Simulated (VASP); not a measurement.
HgS3: relaxation of cell and atoms with PBE

HgS3:

```
CELL_PARAMETERS angstrom
5.16616 0.00000 0.00000
-2.58308 4.47403 0.00000
0.00000 0.00000 4.88469
ATOMIC_POSITIONS crystal
Hg 0.00000 0.00000 0.50000
S 0.66667 0.33333 0.74610
S 0.66667 0.33333 0.25390
S 0.33333 0.66667 0.50000
```

The cell was built by a generator and needn't be a form met in nature.

```
Program                : VASP 6.6.1
Task                   : relaxation of cell and atoms
Functional             : PBE
Potentials or basis    : VASP PAW PBE potentials, release 64 (Hg, S)
Cutoff                 : 600 eV
k mesh                 : 6 × 6 × 6
Occupations            : gaussian, width 0.05 eV
Spin                   : no spin polarisation
Further INCAR settings : ALGO = Normal; EDIFF = 1e-06; IBRION = 2; EDIFFG = -0.01; NSW = 60; ISIF = 3
```

| Property | Result |
| --- | --- |
| Relaxed volume | 31.83 Å³/atom |
| Relaxed cell | a = 4.249 Å, b = 4.249 Å, c = 8.144 Å, α = 90.00°, β = 90.00°, γ = 120.00° |
| Space group after relaxing (to 0.05 Å) | P-6m2 (No. 187) |
| Energy gained by relaxing | 532.2 meV/atom |
| Ionic steps | 52 |
| Pressure after relaxing | 0.0 GPa |
| Band gap on the k mesh | none (metal or under the smearing width) |

The path:
```tsv
step	energy change (eV)	largest force (eV/Å)	pressure (GPa)	volume (Å³)
1	0.0000	1.1091	-5.77	112.90
3	-0.7324	3.7977	3.65	87.62
5	-1.0075	1.6390	10.29	82.08
7	-1.4295	2.3298	6.39	90.90
9	-1.6907	0.4443	-0.16	99.57
11	-1.7085	0.5725	-0.65	100.77
13	-1.8197	0.1109	-0.52	103.69
15	-1.8855	1.4643	0.21	107.51
17	-1.9577	0.5199	-0.82	109.93
19	-2.0004	0.4316	-1.59	112.72
21	-2.0545	0.0554	0.45	111.24
23	-2.0530	0.4690	1.26	110.92
25	-2.0622	0.0626	1.36	111.50
27	-2.0790	0.4731	0.39	114.58
29	-2.0831	0.7385	-0.21	116.87
31	-2.0997	0.2447	-0.26	119.71
33	-2.1018	0.0522	-0.23	121.07
35	-2.1074	0.0539	-0.22	122.20
37	-2.1253	0.2327	-0.08	127.17
39	-2.1227	0.5497	0.18	128.09
41	-2.1273	0.1066	-0.15	129.53
43	-2.1275	0.1147	-0.13	129.35
45	-2.1287	0.0650	-0.08	128.17
47	-2.1288	0.0354	-0.03	127.32
49	-2.1289	0.0140	-0.06	127.47
51	-2.1290	0.0141	-0.04	127.43
52	-2.1290	0.0019	0.01	127.34
```

Final structure:
```
Hg S
1.0
     4.24913    0.00000    0.00000
    -2.12456    3.67985    0.00000
     0.00000    0.00000    8.14379
Hg S
1 3
Cartesian
  0.0000 0.0000 4.0719
  2.1246 1.2266 7.1954
  2.1246 1.2266 0.9483
  0.0000 2.4532 4.0719
```

Levels at points of the mesh, in eV from the Fermi level:
```tsv
k point	band 13	band 14	band 15	band 16	band 17	band 18
(0.00, 0.00, 0.00)	-0.21	-0.21	-0.08	0.33	0.33	4.13
(0.50, 0.00, 0.00)	-2.03	-1.42	-0.17	0.12	2.54	3.57
(0.00, 0.00, 0.50)	-0.29	-0.22	-0.22	0.33	0.33	4.37
(0.50, 0.00, 0.50)	-2.09	-0.90	-0.64	0.17	2.46	3.98
```

It took 21 min on 1 thread of Intel(R) Xeon(R) Platinum 8488C (Sapphire Rapids), with other jobs on the host, peak memory 0.32 GiB.

Caveat: this functional lacks dispersion, which binds the layers, so the pressure and a relaxed spacing across them are unreliable. The run has no spin-orbit coupling, so splittings on Hg are missing.
